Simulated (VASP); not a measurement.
Consider the following.

```xyz
4
Lattice="1.9742 -3.4194 0.0000 1.9742 3.4194 0.0000 0.0000 0.0000 5.1459" Properties=species:S:1:pos:R:3 pbc="T T T"
Ni     0.0000     0.0000     2.5730
Ni     0.0000     0.0000     0.0000
Sb     1.9742     1.1398     1.2865
Sb     1.9742    -1.1398     3.8595
```

Level of theory: optB86b-vdW, VASP's PBE PAW potentials (set 64) (plane waves; VASP). Numerical set-up: 520 eV cut-off, 10×10×7 Γ-centred mesh, tetrahedra with Blöchl corrections, potentials Ni Sb.

Unless said otherwise, spin-orbit coupling is left out, though it shifts the bands of the heavy elements here.

Task: Predict the energy per atom (σ→0), band gap (on the k-mesh) with the smallest direct gap where there is one.

Result: 
| Property | Value |
|---|---|
| band gap (on the k-mesh) | none (metal, semimetal or under 0.01 eV) |
| energy per atom (σ→0) | -2.864 eV/atom |

The absolute energy has meaning only against runs of the same code, potentials and settings.

The compound is NiSb in the NiAs type structure. It was relaxed first. The run is not spin-polarised, so no magnetic state was tried.
